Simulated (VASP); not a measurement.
BaTiO3 (cubic perovskite) is relaxed at rising pressure, each step from the one before. Symmetry mostly holds the structure type, and other phases were not tried. The mesh follows the cell, and a change of mesh leaves a small step in the series.

Input:

```
BaTiO3
1.0
    3.94973     0.00000     0.00000
    0.00000     3.94973     0.00000
    0.00000     0.00000     3.94973
Ba Ti O
1 1 3
Direct
  0.00000   0.00000   0.00000
  0.50000   0.50000   0.50000
  0.50000   0.00000   0.50000
  0.00000   0.50000   0.50000
  0.50000   0.50000   0.00000
```

All values below come from LDA (Ceperley-Alder, Perdew-Zunger), VASP's LDA PAW potentials (set 64) (plane waves; VASP). Settings: 620 eV cut-off, 6×6×6 Γ-centred mesh, Gaussian smearing of 0.050 eV, potentials Ba_sv Ti_sv O.

Unless said otherwise, spin-orbit coupling is left out, though it shifts the bands of the heavy elements here.

```tsv
P (GPa)	V (Å³/atom)	H − H(0) (eV/atom)	space group	gap on the mesh (eV)	k-mesh
0	12.32	0.000	Pm-3m	1.73	6×6×6
5	12.03	0.381	Pm-3m	1.77	6×6×6
10	11.77	0.752	Pm-3m	1.81	6×6×6
20	___	___	Pm-3m	1.87	6×6×6
30	___	___	Pm-3m	1.87	6×6×6
45	10.49	3.173	Pm-3m	1.86	6×6×6
```

**Question.** Complete the blanks.

**Answer.** 
- 30, V (Å³/atom): 10.96
- 30, H − H(0) (eV/atom): 2.169
- 20, V (Å³/atom): 11.33
- 20, H − H(0) (eV/atom): 1.474

Pressures at which the relaxation failed are left out.

The compound is BaTiO3 in the cubic perovskite structure, the ideal cubic form; the compound distorts at low or room temperature.
